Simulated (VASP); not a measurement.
Given:

```yaml
crystal:
  lattice:
    - [2.88941, 0.00000, 0.00000]
    - [0.00000, 2.88941, 0.00000]
    - [0.00000, 0.00000, 2.88941]
  atoms:
    - { symbol: Al, position: [0.50000, 0.50000, 0.50000] }
    - { symbol: Co, position: [0.00000, 0.00000, 0.00000] }
```

Level of theory: vdW-DF2, VASP's PBE PAW potentials (set 64) (plane waves; VASP 6.6.1). Numerical set-up: 520 eV cut-off, 13×13×13 Γ-centred mesh, first-order Methfessel-Paxton smearing of 0.10 eV, potentials Al Co.

### Question
Predict the energy per atom (σ→0), band gap (on the k-mesh) with the smallest direct gap where there is one.

### Answer

| Quantity | Value |
|---|---|
| band gap (on the k-mesh) | none (metal, semimetal or under 0.01 eV) |
| energy per atom (σ→0) | -3.322 eV/atom |

The compound is CoAl in the CsCl type structure. It was relaxed first. The run is not spin-polarised, so no magnetic state was tried.
